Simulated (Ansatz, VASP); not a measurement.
# Cross-check of Al2O3 (Corundum) between VASP and Ansatz, part 2 of 3

One calculation is typed for both programs; each brings its own data sets. How far apart do they land? The cell is taken from a series of runs on this material, whose earlier steps may have relaxed, scaled, displaced or heated it; both programs get it as it stands.

VASP 6.6.1 and Ansatz 0.2.0.

So far: Starting point; VASP: zone-centre phonons, LDA.

## (2) VASP: zone-centre phonons, LDA (continued)

Level of this step: LDA; plane waves and PAW (O, Al) (VASP).

From OUTCAR (step 2):

```text
ion  position               nearest neighbor table
   1  0.556  0.944  0.250-   9 1.84  10 1.84   7 1.95   8 1.95
   2  0.250  0.556  0.944-  10 1.84   9 1.84   7 1.95   8 1.95
   3  0.944  0.250  0.556-   9 1.84  10 1.84   8 1.95   7 1.95
   4  0.444  0.056  0.750-   7 1.84   8 1.84   9 1.95  10 1.95
   5  0.750  0.444  0.056-   8 1.84   7 1.84   9 1.95  10 1.95
   6  0.056  0.750  0.444-   7 1.84   8 1.84  10 1.95   9 1.95
   7  0.352  0.352  0.352-   4 1.84   6 1.84   5 1.84   2 1.95   1 1.95   3 1.95   8 2.62   9 2.76
                             9 2.76   9 2.76   8 3.19   8 3.19   8 3.19
   8  0.148  0.148  0.148-   4 1.84   5 1.84   6 1.84   3 1.95   1 1.95   2 1.95   7 2.62  10 2.76
                            10 2.76  10 2.76   7 3.19   7 3.19   7 3.19
   9  0.648  0.648  0.648-   1 1.84   3 1.84   2 1.84   5 1.95   4 1.95   6 1.95  10 2.62   7 2.76
                             7 2.76   7 2.76  10 3.19  10 3.19  10 3.19
  10  0.852  0.852  0.852-   1 1.84   2 1.84   3 1.84   6 1.95   4 1.95   5 1.95   9 2.62   8 2.76
                             8 2.76   8 2.76   9 3.19   9 3.19   9 3.19

  LATTYP: Found a trigonal (rhomboedric) cell.
 ALAT       =     5.0729634010
 COS(alpha) =     0.5683597392

 Subroutine GETGRP returns: Found 12 space group operations
 (whereof  6 operations were pure point group operations)

The static configuration has the point symmetry S_6 .
 The point group associated with its full space group is D_3d.

 Found     32 irreducible k-points:

   k-points           NKPTS =     32   k-points in BZ     NKDIM =     32   number of bands    NBANDS=     34

   dimension x,y,z NGX =    42 NGY =   42 NGZ =   42
   dimension x,y,z NGXF=    84 NGYF=   84 NGZF=   84

   ENCUT  =  600.0 eV  44.10 Ry    6.64 a.u.  10.13 10.13 10.13*2*pi/ulx,y,z

   NELECT =      48.0000    total number of electrons

 k-points in reciprocal lattice and weights: Automatic mesh
   0.00000000  0.00000000  0.00000000       0.005
   0.16666667  0.00000000  0.00000000       0.028
   0.33333333  0.00000000  0.00000000       0.028
   0.50000000  0.00000000  0.00000000       0.014
   0.16666667  0.16666667  0.00000000       0.028
   0.33333333  0.16666667  0.00000000       0.056
   0.50000000  0.16666667  0.00000000       0.056
  -0.33333333  0.16666667 -0.00000000       0.056
  -0.16666667  0.16666667  0.00000000       0.028
[...]
-0.33333333  0.50000000  0.33333333       0.028
   0.50000000  0.50000000  0.50000000       0.005

 average (electrostatic) potential at core
       1 -67.8878       2 -67.8878       3 -67.8878       4 -67.8878       5 -67.8878
       6 -67.8878       7 -69.2378       8 -69.2378       9 -69.2378      10 -69.2378

   2 f  =   23.105996 THz   145.179256 2PiTHz  770.733074 cm-1    95.558679 meV
             X         Y         Z           dx          dy          dz
     -0.914683  1.360652  7.492261    -0.000001    0.405600   -0.337808
     -0.721018 -1.472464  7.492261     0.252344   -0.031468    0.168906
      1.635701  0.111812  7.492261    -0.252341   -0.031471    0.168903
      0.914683 -1.360652  5.351615     0.000001   -0.405600    0.337808
      0.721018  1.472464  5.351615    -0.252344    0.031468   -0.168906
     -1.635701 -0.111812  5.351615     0.252341    0.031471   -0.168903
      0.000000  0.000000  4.520567    -0.099683    0.086919    0.000000
      0.000000  0.000000  1.901372     0.099684    0.086918    0.000000
      0.000000  0.000000  8.323310     0.099683   -0.086919   -0.000000
      0.000000  0.000000 10.942505    -0.099684   -0.086918   -0.000000

   3 f  =   22.957687 THz   144.247400 2PiTHz  765.786003 cm-1    94.945321 meV
             X         Y         Z           dx          dy          dz
     -0.914683  1.360652  7.492261     0.000000   -0.234748    0.329908
     -0.721018 -1.472464  7.492261     0.203298    0.117374    0.329908
      1.635701  0.111812  7.492261    -0.203298    0.117374    0.329908
      0.914683 -1.360652  5.351615    -0.000000    0.234748   -0.329908
      0.721018  1.472464  5.351615    -0.203298   -0.117374   -0.329908
     -1.635701 -0.111812  5.351615     0.203298   -0.117374   -0.329908
      0.000000  0.000000  4.520567     0.000000   -0.000000    0.063882
      0.000000  0.000000  1.901372    -0.000000   -0.000000    0.063882
      0.000000  0.000000  8.323310    -0.000000    0.000000   -0.063882
      0.000000  0.000000 10.942505     0.000000    0.000000   -0.063882

   4 f  =   21.034056 THz   132.160874 2PiTHz  701.620598 cm-1    86.989828 meV
             X         Y         Z           dx          dy          dz
     -0.914683  1.360652  7.492261     0.381540    0.000000    0.000000
     -0.721018 -1.472464  7.492261    -0.190770    0.330423    0.000000
      1.635701  0.111812  7.492261    -0.190770   -0.330423   -0.000000
      0.914683 -1.360652  5.351615     0.381540    0.000000   -0.000000
      0.721018  1.472464  5.351615    -0.190770    0.330423    0.000000
     -1.635701 -0.111812  5.351615    -0.190770   -0.330423   -0.000000
      0.000000  0.000000  4.520567    -0.000000   -0.000000   -0.177880
      0.000000  0.000000  1.901372    -0.000000    0.000000    0.177880
      0.000000  0.000000  8.323310    -0.000000   -0.000000   -0.177880
      0.000000  0.000000 10.942505    -0.000000    0.000000    0.177880

   5 f  =   19.746388 THz   124.070216 2PiTHz  658.668612 cm-1    81.664463 meV
             X         Y         Z           dx          dy          dz
     -0.914683  1.360652  7.492261    -0.397168   -0.000000    0.000000
     -0.721018 -1.472464  7.492261     0.198584   -0.343957    0.000000
      1.635701  0.111812  7.492261     0.198584    0.343957   -0.000000
      0.914683 -1.360652  5.351615     0.397168   -0.000000    0.000000
      0.721018  1.472464  5.351615    -0.198584    0.343957   -0.000000
     -1.635701 -0.111812  5.351615    -0.198584   -0.343957    0.000000
      0.000000  0.000000  4.520567     0.000000   -0.000000   -0.115700
      0.000000  0.000000  1.901372     0.000000    0.000000    0.115700
      0.000000  0.000000  8.323310    -0.000000    0.000000    0.115700
      0.000000  0.000000 10.942505    -0.000000   -0.000000   -0.115700

   6 f  =   19.437994 THz   122.132521 2PiTHz  648.381703 cm-1    80.389049 meV
             X         Y         Z           dx          dy          dz
     -0.914683  1.360652  7.492261     0.266936    0.000002   -0.000000
     -0.721018 -1.472464  7.492261    -0.282965   -0.317487   -0.075165
      1.635701  0.111812  7.492261    -0.282968    0.317486    0.075165
      0.914683 -1.360652  5.351615     0.266936    0.000002   -0.000000
      0.721018  1.472464  5.351615    -0.282965   -0.317487   -0.075165
     -1.635701 -0.111812  5.351615    -0.282968    0.317486    0.075165
      0.000000  0.000000  4.520567     0.115154    0.120809    0.000000
      0.000000  0.000000  1.901372     0.115153   -0.120810   -0.000000
      0.000000  0.000000  8.323310     0.115154    0.120809    0.000000
      0.000000  0.000000 10.942505     0.115153   -0.120810   -0.000000

   7 f  =   19.437994 THz   122.132521 2PiTHz  648.381703 cm-1    80.389049 meV
             X         Y         Z           dx          dy          dz
     -0.914683  1.360652  7.492261    -0.000001    0.466267   -0.086793
     -0.721018 -1.472464  7.492261     0.317488   -0.083634    0.043397
      1.635701  0.111812  7.492261    -0.317485   -0.083637    0.043396
      0.914683 -1.360652  5.351615    -0.000001    0.466267   -0.086793
      0.721018  1.472464  5.351615     0.317488   -0.083634    0.043397
     -1.635701 -0.111812  5.351615    -0.317485   -0.083637    0.043396
      0.000000  0.000000  4.520567     0.120809   -0.115154   -0.000000
      0.000000  0.000000  1.901372    -0.120810   -0.115153   -0.000000
      0.000000  0.000000  8.323310     0.120809   -0.115154   -0.000000
      0.000000  0.000000 10.942505    -0.120810   -0.115153   -0.000000

   8 f  =   18.324365 THz   115.135382 2PiTHz  611.235030 cm-1    75.783451 meV
             X         Y         Z           dx          dy          dz
     -0.914683  1.360652  7.492261    -0.145238    0.000000    0.000000
     -0.721018 -1.472464  7.492261     0.072619   -0.125780   -0.000000
      1.635701  0.111812  7.492261     0.072619    0.125780    0.000000
      0.914683 -1.360652  5.351615    -0.145238    0.000000   -0.000000
      0.721018  1.472464  5.351615     0.072619   -0.125780   -0.000000
     -1.635701 -0.111812  5.351615     0.072619    0.125780    0.000000
      0.000000  0.000000  4.520567     0.000000   -0.000000   -0.467289
      0.000000  0.000000  1.901372     0.000000    0.000000    0.467289
      0.000000  0.000000  8.323310     0.000000   -0.000000   -0.467289
      0.000000  0.000000 10.942505     0.000000    0.000000    0.467289

   9 f  =   18.221438 THz   114.488670 2PiTHz  607.801742 cm-1    75.357778 meV
             X         Y         Z           dx          dy          dz
     -0.914683  1.360652  7.492261     0.000000    0.336822   -0.167843
     -0.721018 -1.472464  7.492261    -0.291696   -0.168411   -0.167843
      1.635701  0.111812  7.492261     0.291696   -0.168411   -0.167843
      0.914683 -1.360652  5.351615    -0.000000    0.336822   -0.167843
      0.721018  1.472464  5.351615    -0.291696   -0.168411   -0.167843
     -1.635701 -0.111812  5.351615     0.291696   -0.168411   -0.167843
      0.000000  0.000000  4.520567     0.000000    0.000000    0.193830
      0.000000  0.000000  1.901372    -0.000000    0.000000    0.193830
      0.000000  0.000000  8.323310     0.000000    0.000000    0.193830
      0.000000  0.000000 10.942505    -0.000000    0.000000    0.193830
    [... 271 further lines ...]
      0.000000  0.000000  8.323310     0.000000    0.000000    0.363796
      0.000000  0.000000 10.942505     0.000000    0.000000    0.363796

 MACROSCOPIC STATIC DIELECTRIC TENSOR IONIC CONTRIBUTION
 ------------------------------------------------------
           5.659212    -0.000000    -0.000000
          -0.000000     5.659212     0.000000
          -0.000000     0.000000     7.490687
 ------------------------------------------------------

 ELASTIC MODULI CONTR FROM IONIC RELAXATION (kBar)
 Direction    XX          YY          ZZ          XY          YZ          ZX
 --------------------------------------------------------------------------------
 XX        -435.8938    188.5386    164.0763     -0.0000    111.8023     -0.0000
 YY         188.5386   -435.8938    164.0763     -0.0000   -111.8023      0.0000
 ZZ         164.0763    164.0763   -247.7540      0.0000     -0.0000     -0.0000
 XY          -0.0000     -0.0000      0.0000   -312.2276      0.0000    110.0819
 YZ         111.8023   -111.8023     -0.0000      0.0000   -162.5691      0.0000
 ZX           0.0000      0.0000     -0.0000    110.0819      0.0000   -160.8283
 --------------------------------------------------------------------------------

 PIEZOELECTRIC TENSOR IONIC CONTR  for field in x, y, z        (C/m^2)
          XX          YY          ZZ          XY          YZ          ZX
  --------------------------------------------------------------------------------
  x     0.00000    -0.00000     0.00000     0.00000     0.00000     0.00000
  y    -0.00000     0.00000    -0.00000     0.00000     0.00000     0.00000
  z    -0.00000     0.00000     0.00000     0.00000    -0.00000    -0.00000
```

[end of part 2 of 3]

[Lines on the potential files, build, host, timing and source positions are cut from VASP's logs without a mark.]

[Logs are printed without paths, hosts, clocks, repeated set-up lines and the standing remarks that a program may print on its own settings, such as how far it seeks lower states.]

[Hosts, paths, dates, database ids (printed as entryN), source tags and the programs' standing remarks are cut or masked in the printed files.]
